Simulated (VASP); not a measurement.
An input for Quantum ESPRESSO's pw.x (written as the equivalent of a VASP run, and not itself run):

```
&CONTROL
  calculation = 'scf'
  pseudo_dir = './pseudo'
  outdir = './out'
  tprnfor = .true.
  tstress = .true.
/
&SYSTEM
  ibrav = 0
  nat = 3
  ntyp = 2
  ecutwfc = 84
  occupations = 'smearing'
  smearing = 'methfessel-paxton'
  degauss = 0.00735
  input_dft = 'pbe'
/
&ELECTRONS
  conv_thr = 7.3e-08
  electron_maxstep = 100
/
ATOMIC_SPECIES
  Ti 47.867 Ti.upf
  S 32.060 S.upf
CELL_PARAMETERS angstrom
     1.7391000   -3.0122100    0.0000000
     1.7391000    3.0122100    0.0000000
     0.0000000    0.0000000    5.8140000
ATOMIC_POSITIONS crystal
  Ti   0.0000000  0.0000000  0.0000000
  S    0.3333330  0.6666670  0.2500000
  S    0.6666670  0.3333330  0.7500000
K_POINTS automatic
  8 8 4 0 0 0
```

### Question
Write the VASP files for the same calculation (PBE).

### Answer
One answer among several that fit: 
**INCAR**
```
LMAXMIX = 4
GGA = PE   # PBE
NELM = 100   # most electronic steps
LWAVE = .False.
ISIF = 2   # forces and stress, cell fixed
ALGO = Normal   # blocked Davidson
SYSTEM = TiS2
LREAL = .False.   # projection in real space or not
SIGMA = 0.1   # width (eV)
EDIFF = 1E-6   # SCF stop (eV)
LCHARG = .False.
LASPH = .True.
PREC = Accurate
ISMEAR = 1   # Methfessel-Paxton
ENCUT = 400   # plane-wave cut-off (eV)
```

File KPOINTS:
```
Regular mesh
0
Gamma
 8 8 4
```

### POSCAR
```
TiS2
1
    1.7391000000    -3.0122100000     0.0000000000
    1.7391000000     3.0122100000     0.0000000000
    0.0000000000     0.0000000000     5.8140000000
Ti S
1 2
Direct
  0.0000000000   0.0000000000   0.0000000000
  0.3333330000   0.6666670000   0.2500000000
  0.6666670000   0.3333330000   0.7500000000
```

POTCAR, in this order: Ti_sv S (PBE.64 set). Program: vasp_std.

The two are equivalent in intent, not identical: the potentials are each code's own (VASP's PAW set, PseudoDojo norm-conserving files in pw.x), so ENCUT and ecutwfc are chosen apart and not converted; conv_thr bounds pw.x's estimated SCF error, while EDIFF bounds the energy change between steps.

The compound is TiS2 in the 1T layered structure. The cell was not relaxed at this level.
